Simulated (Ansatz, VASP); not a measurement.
One calculation of BiCl4F, two programs

```xyz
6
Lattice="0.0000 3.9838 3.9838 3.9838 0.0000 3.9838 3.9838 3.9838 0.0000" Properties=species:S:1:pos:R:3 pbc="T T T"
Bi    5.9757    5.9757    5.9757
Cl    2.9846    4.9829    4.9829
Cl    2.9846    2.9846    2.9846
Cl    4.9829    2.9846    4.9829
Cl    4.9829    4.9829    2.9846
F     0.0000    0.0000    0.0000
```

Change from the starting cell: species swapped into the CaDyAl4 type (F-43m, No. 216).

Alike in both runs: functional PBE; k mesh 4 × 4 × 4; occupations gaussian, width 0.1 eV; no spin polarisation.

Ansatz relaxed the structure, and its values are those at the end. VASP's run is a single point on that final structure, the one shown.

|  | VASP | Ansatz |
| --- | --- | --- |
| version | VASP 6.6.1 | Ansatz 0.2.0 |
| potentials or method | VASP PAW PBE potentials, release 64 (Bi_d, Cl, F) | scalar-relativistic, plane waves, PAW |
| plane-wave cutoff (eV) | 520 | 420 |
| valence electrons in the cell | 50 | 50 |

|  | VASP | Ansatz | Ansatz less VASP |
| --- | --- | --- | --- |
| gap on the k mesh at the Fermi level (eV) | none | none | - |
| pressure (GPa) | -0.3 | -0.1 | +0.15 |
| rms of the force components (eV/Å) | 0.003 | 0.004 | +0.0001 |

A gap of «none» marks a metal or a gap that the smearing closes. With one functional, cell and mesh, what is left measures potentials, basis and numerics.

Caveats: spin-orbit coupling is left out, which moves the levels of the heavy elements.
